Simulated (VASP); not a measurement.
Computed with PBE GGA, VASP's PBE PAW potentials (set 64) (plane waves; VASP 6.6.1).

VASP ran on this input.

File KPOINTS:
```
Automatic mesh
0
Gamma
7 7 7
0 0 0
```

**INCAR**
```
SYSTEM = CdSe
PREC = Accurate; ENCUT = 350; LREAL = .FALSE.
LASPH = .TRUE.
EDIFF = 1E-6; NELM = 100; ALGO = Normal
LMAXMIX = 4
ISMEAR = 0; SIGMA = 0.05
GGA = PE
IBRION = 2; NSW = 60; ISIF = 3
EDIFFG = -0.01
LWAVE = .FALSE.; LCHARG = .FALSE.
```

File POSCAR:
```
CdSe
1
   -0.0000000000     3.0981916803     3.0981916803
    3.0981916803    -0.0000000000     3.0981916803
    3.0981916803     3.0981916803     0.0000000000
Cd Se
1 1
Direct
  0.0000000000   0.0000000000   0.0000000000
  0.2500000000   0.2500000000   0.2500000000
```

POTCAR, in this order: Cd Se (PBE.64 set). Program: vasp_std.

Q: Estimate the energy per atom (σ→0), volume per atom, band gap (on the k-mesh).

A: 
```json
{
  "energy per atom (σ→0)": "-2.747 eV/atom",
  "band gap (on the k-mesh)": "0.49 eV",
  "volume_per_atom": "29.65 Å³/atom"
}
```

File OSZICAR:
```
...
   1 F= -.54940822E+01 E0= -.54940822E+01  d E =-.549408E+01
       N       E                     dE             d eps       ncg     rms          rms(c)
DAV:   1    -0.549565587710E+01   -0.15744E-02   -0.31555E-02   570   0.232E+00    0.294E-01
DAV:   2    -0.549428337836E+01    0.13725E-02   -0.34470E-03   570   0.899E-01    0.948E-02
DAV:   3    -0.549414106822E+01    0.14231E-03   -0.39000E-04   545   0.219E-01    0.840E-02
DAV:   4    -0.549413186286E+01    0.92054E-05   -0.25736E-05   545   0.475E-02    0.135E-02
DAV:   5    -0.549413226179E+01   -0.39893E-06   -0.50191E-06   510   0.327E-02
   2 F= -.54941323E+01 E0= -.54941323E+01  d E =-.500701E-04
```

The compound is CdSe in the zinc blende structure, whereas wurtzite is the usual form. This run relaxes it. Symmetry was kept, so distortions that lower it aren't found. The start is the result of an earlier pass.
